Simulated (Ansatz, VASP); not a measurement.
# Cross-check of Ca2TeS between VASP and Ansatz, part 2 of 2

One calculation is typed for both programs; each brings its own data sets and cutoff. How far apart do they land? The cell is invented: As first built, before any earlier steps moved the atoms (in the runner's words): it takes the CdS structure with some of its atoms replaced by other elements, volume scaled by an estimate. It may not be a known or stable phase. The cell is taken from a series of VASP runs on this material, whose earlier steps may have relaxed, scaled or displaced it; both programs get it as it stands.

VASP 6.6.1 and Ansatz 0.2.0.

So far: The structure; VASP: relaxation of cell and atoms, PBE.

## Step 3: Ansatz: relaxation of cell and atoms, PBE

Level of this step: Ansatz beside VASP: Kohn-Sham DFT, plane waves, PBE (Ansatz).

Ansatz runs on its default PAW (the set named soft_2) files.

The same cell, functional, mesh and smearing now go to Ansatz, which takes its cutoff from its data sets.

input.yaml reads:

```yaml
crystal:
  lattice:
    - [2.3461659476, 1.3545594816, 7.8402481989]
    - [-2.3461659476, 1.3545594816, 7.8402481989]
    - [0.0, -2.7091189631, 7.8402481989]
  atoms:
    - { symbol: Te, position: [0.6215580762, 0.6215580762, 0.6215580762] }
    - { symbol: Ca, position: [0.4916064041, 0.4916064041, 0.4916064041] }
    - { symbol: Ca, position: [0.0104143928, 0.0104143928, 0.0104143928] }
    - { symbol: S, position: [0.1264211269, 0.1264211269, 0.1264211269] }
hamiltonian:
  xc: pbe
  pseudopotentials: { kind: paw }
kpoints:
  mp_grid: { grid: [5, 5, 5] }
scf:
  occupations: { method: gaussian, width: 0.05 }
relax:
  f_tol: 0.01
  max_steps: 60
  cell: { stress_tol: 0.05 }
output:
  forces: true
  stress: true
```

The run is started by

```
> ansatz run input.yaml --threads 4 --pin off --max-ram 9216MiB --backend cpu --events-out ev --progress --plain --runs-dir out
```

Numbers of over 12 decimals in the logs are rounded to 6 here.

Log:

```text
basis.fft_grid_basis auto: the FFT boxes are laid along the combinations [[1, 0, -1], [0, 1, -1], [0, 0, 1]] of the cell's own vectors, 4.692, 4.692 and 8.295 Å long. The dense box has 32×32×60 points. Along the cell's own vectors, as sized, it would have 60×60×60, 3.52 times as many. Of the 6 symmetry operations that the crystal satisfies within crystal.symmetry.tolerance (time reversal apart; of a slab, those that  [...]
Engine: ansatz 0.2.0, x86_64-unknown-linux-gnu
Pseudopotentials: kind: paw
Pseudopotential: Te, paw, valence charge 16, recommended cutoff 420 eV (normal), Te.paw.azcp
Pseudopotential: Ca, paw, valence charge 10, recommended cutoff 420 eV (normal), Ca.paw.azcp
Pseudopotential: S, paw, valence charge 6, recommended cutoff 420 eV (normal), S.paw.azcp
Functional definition: PBE
  parameter kappa = 0.804
  parameter beta = 0.066725
  exchange = pbe_x(kappa = kappa, mu = beta*pi^2/3)
  correlation = pbe_c(beta = beta)
Crystal: 4 atoms, lattice volume = 149.499 Å³
Basis set: ecut = 420 eV, 2925 PW (Γ), FFT grids on a1−a3, a2−a3, a3, exchange–correlation on 64×64×120 points (8 copies of the dense FFT grid, shifted against one another)
Bands: 26, of which v1, the nominal top of the filled ones, is band 21 counted from 1 (20 counted from 0)
Symmetry: 6 space group operations
Space group: R3m (ITA 160), of the structure as read, at distance tolerance 5.3e-5 Å
k-points: 19 of 125 (time reversal used)
Non-local potential: Te, projectors of the file, l = 0: 2, l = 1: 2, l = 2: 2, l = 3: 2
Non-local potential: Ca, projectors of the file, l = 0: 3, l = 1: 2, l = 2: 2
Non-local potential: S, projectors of the file, l = 0: 2, l = 1: 2, l = 2: 2
PAW form: soft (Blöchl's): semilocal exchange-correlation on the pseudo side does not see the compensation charge
PAW one-centre angular grid: Te, 590 points (default); XC on 64 Gauss nodes
PAW one-centre angular grid: Ca, 110 points (default); XC on 64 Gauss nodes
PAW one-centre angular grid: S, 110 points (default); XC on 64 Gauss nodes
Initial density: superposition of atomic densities (neutral atoms: chi_scale 0, normalization atom), corrected by the library's trained network
Initial wavefunctions: pseudopotential atomic-orbital guess
Functional: x = pbe(κ = 0.804, μ = 0.219515), c = pbe(β = 0.066725)
SCF iter   1: F=—  HF=-11522.214164 eV  |F-HF|=—  |Δ(HF+E_count)|=         —  Δρ=1.13e-3  dr2=4.98e-3  ethr=1.77e-3  ⟨swp⟩=10.3  Hψ=3027  notcnv=0
preconditioner: auto → Resta (q_TF=auto, 2.208 Å⁻¹)  ε∞=3.8  [insulator: Δε(μ)=2.338 eV  Ē_g=7.235 eV  σ=0.050 eV  W_gap=1.00  n_scr=28 (ndim 8)  ℏωp=12.1 eV  f_vac=0.119  D(μ)=0.00/eV (n_scr^D=0)  ε∞_Penn≈3.8]
SCF iter   2: F=—  HF=-11522.214087 eV  |F-HF|=—  |Δ(HF+E_count)|=   7.68e-5  Δρ=5.52e-4  dr2=1.14e-3  ethr=1.18e-5  ⟨swp⟩=2.0  Hψ=922  notcnv=0  defer=3
SCF iter   3: F=—  HF=-11522.214259 eV  |F-HF|=—  |Δ(HF+E_count)|=   1.72e-4  Δρ=2.22e-4  dr2=2.08e-4  ethr=2.72e-6  ⟨swp⟩=2.0  Hψ=608  notcnv=0  defer=3
SCF iter   4: F=—  HF=-11522.214340 eV  |F-HF|=—  |Δ(HF+E_count)|=   8.16e-5  Δρ=7.95e-5  dr2=1.86e-5  ethr=4.95e-7  ⟨swp⟩=2.0  Hψ=589  notcnv=0  defer=3
SCF iter   5: F=—  HF=-11522.214343 eV  |F-HF|=—  |Δ(HF+E_count)|=   2.72e-6  Δρ=2.44e-5  dr2=1.76e-6  ethr=4.42e-8  ⟨swp⟩=2.0  Hψ=735  notcnv=0  defer=3
SCF iter   6: F=—  HF=-11522.214346 eV  |F-HF|=—  |Δ(HF+E_count)|=   2.69e-6  Δρ=9.06e-6  dr2=2.32e-7  ethr=4.18e-9  ⟨swp⟩=2.0  Hψ=634  notcnv=0  defer=4
SCF iter   7: F=-11522.214346 eV  HF=-11522.214346 eV  |F-HF|=2.80e-8  |Δ(HF+E_count)|=   2.52e-7  Δρ=3.06e-6  dr2=3.53e-8  ethr=2.38e-10  ⟨swp⟩=5.0  Hψ=1742  notcnv=0
SCF 1 converged in 7 iterations: F = -11522.214346 eV  dr2 = 3.53e-8
  greatest PAW one-centre occupation: 0.998 electrons in one spin orbital (limit 2), on the Te atom at site 0 (counted from 0), in its partial waves of l = 2
relax step   1: F+E_penalty+E_count = -11522.21434602 eV  Δ(F+E_penalty+E_count) = +0.000e0 eV  max|allowed force component| = 4.552e-2 eV/Å  Δτ_max = 0.0000 Å  P = -0.038 GPa  Ω = 149.499 Å³  (7 SCF iters, dr2 threshold 1.00e-7 eV, accepted)
[...]
relax step   2: F+E_penalty+E_count = -11522.21459648 eV  Δ(F+E_penalty+E_count) = -2.505e-4 eV  max|allowed force component| = 4.679e-2 eV/Å  Δτ_max = 0.0183 Å  P = +0.029 GPa  Ω = 149.429 Å³  energy of the carried Pulay correction = +3.387e-6 eV  (5 SCF iters, dr2 threshold 1.29e-7 eV, accepted)
[...]
relax step   3: F+E_penalty+E_count = -11522.21504085 eV  Δ(F+E_penalty+E_count) = -4.444e-4 eV  max|allowed force component| = 6.063e-3 eV/Å  Δτ_max = 0.0067 Å  P = +0.001 GPa  Ω = 149.426 Å³  energy of the carried Pulay correction = +3.493e-6 eV  (5 SCF iters, dr2 threshold 1.37e-7 eV, accepted)
[...]
relax step   4: F+E_penalty+E_count = -11522.21503830 eV  Δ(F+E_penalty+E_count) = +2.554e-6 eV  max|allowed force component| = 6.051e-3 eV/Å  Δτ_max = 0.0000 Å  P = +0.001 GPa  Ω = 149.426 Å³  stress off target by 3.44e-2 GPa  SCF on the basis re-selected at this cell (its energy is not comparable with the rows above)  (6 SCF iters)
basis re-selected at this cell: Δ(F+E_penalty+E_count) = +2.554e-6 eV, ΔP = -0.000 GPa vs the last step (what re-selecting the basis moved, of the pressure what is left beyond the Pulay correction that the steps carried, after the strain that the cell walked since its last selection, with what the two solves' SCF thresholds leave and, on support functions, any second-order correction that the steps lacked; it is no m [...]
SCF converged after 6 iterations
Free energy (F): -11522.215038 eV
Harris-Foulkes:  -11522.215038 eV  (|F-HF|=3.64e-12)
Internal energy: -11522.215038 eV  (E = F + TS)
E sigma→0 (E₀):  -11522.215038 eV
Fermi energy:    4.740107 eV
--- Per-component energies (eV) ---
  E_band       = -660.927686
  E_kinetic    = 843.452386
  E_local      = -3743.907352  (includes V_loc(G=0)·N_el)
  E_nonlocal   = -154.323169
  E_hartree    = 1722.103321
  E_xc         = -496.918870
  E_vxc        = -535.191343  (∫ρ·V_xc dr)
  E_paw        = -6980.005240  (= ΣΔE_a)
  E_vpaw       = -515.164684  (= ΣTr[D̂ρ^β])
  E_aug_tail   = -0.000191  (compensation charges beyond the density's cutoff)
  E_ewald      = -2712.615923
  E_smearing   = -0.000000  (= −TS)
  E_closure    = 0.000000  (closes the sum)
  Σ components = -11522.215038   (vs F -11522.215038, Δ=0.00e0)
--- Forces (eV/Å), atoms counted from 1 ---
  atom   1  Te     0.00000000    -0.00000000    -0.00605140
  atom   2  Ca     0.00000000     0.00000000     0.00081579
  atom   3  Ca     0.00000000     0.00000000     0.00377145
  atom   4  S     -0.00000000     0.00000000     0.00146415
  max |Σ_I F_I| component: 7.61e-9 eV/Å
--- Stress (GPa, compression-positive) ---
       -0.015663       0.000000      -0.000000
        0.000000      -0.015663       0.000000
       -0.000000       0.000000       0.034355
  P = ⅓ Tr σ = 0.0010 GPa (0.010 kbar)
--- Relaxed structure (3 steps of the walk, 3 accepted, 1 SCFs on fresh bases) ---
  F+E_penalty+E_count = -11522.21503830 eV   max|allowed force component| = 6.051e-3 eV/Å   (the final SCF, on the basis selected at the relaxed cell)
  cell:  # Å, volume = 149.4264 Å³
    - [2.342447, 1.352413, 7.861351]
    - [-2.342447, 1.352413, 7.861351]
    - [0, -2.704825, 7.861351]
  atoms:
    - { symbol: Te, position: [0.621766, 0.621766, 0.621766] }
    - { symbol: Ca, position: [0.491952, 0.491952, 0.491952] }
    - { symbol: Ca, position: [0.010364, 0.010364, 0.010364] }
    - { symbol: S, position: [0.125918, 0.125918, 0.125918] }
```

Elapsed: 4.8 s, on 4 threads of Intel Xeon Platinum 8488C (Sapphire Rapids), shared host; peak memory 0.5 GiB; 17 s of CPU time.

## Step 4: Comparison

Known differences besides the potentials themselves: both relaxations stop at a tolerance, which leaves soft axes loose, and VASP keeps its plane-wave basis; the data sets hold 42 valence electrons in Ansatz (default PAW (the set named soft_2) files) and 32 in VASP; the cutoff is 420 eV in Ansatz and 400 eV in VASP; VASP leaves aspherical gradient terms in its spheres out (LASPH is not set), Ansatz keeps them; Ansatz adds a Pulay correction to the stress that steers its cell, VASP none. Total energies have different zeros and are not compared.

Both answers:

```
                                         quantity  Ansatz    VASP  difference
                                      volume (Å³)  149.43  149.88     -0.30 %
edge a after relaxation, in the typed setting (Å)   8.314   8.326     -0.15 %
```

The walks stopped with 0.00 GPa left in Ansatz and -0.01 GPa in VASP; each walk ends within a tolerance, so the volume difference is uncertain by about these residues over the bulk modulus, most in soft cells.

## Step 5: What came out

| Quantity | Value |
| --- | --- |
| difference in volume (relaxation of cell and atoms, PBE) | -0.30 % |

In words: The difference in volume is -0.30 % (relaxation of cell and atoms, PBE), within the 1.2 % picked in this series as the mark of a large difference, as far as the stopping tolerances let one tell. Such differences can come from data sets, numerical settings and the points named under the comparisons, not from the functional's error against experiment.

[Lines on the potential files, build, host, timing and source positions are cut from VASP's logs without a mark.]

[Logs are printed without paths, hosts, clocks, repeated set-up lines and the standing remarks that a program may print on its own settings, such as how far it seeks lower states.]

[Hosts, paths, dates, database ids (printed as entryN), source tags and the programs' standing remarks are cut or masked in the printed files.]
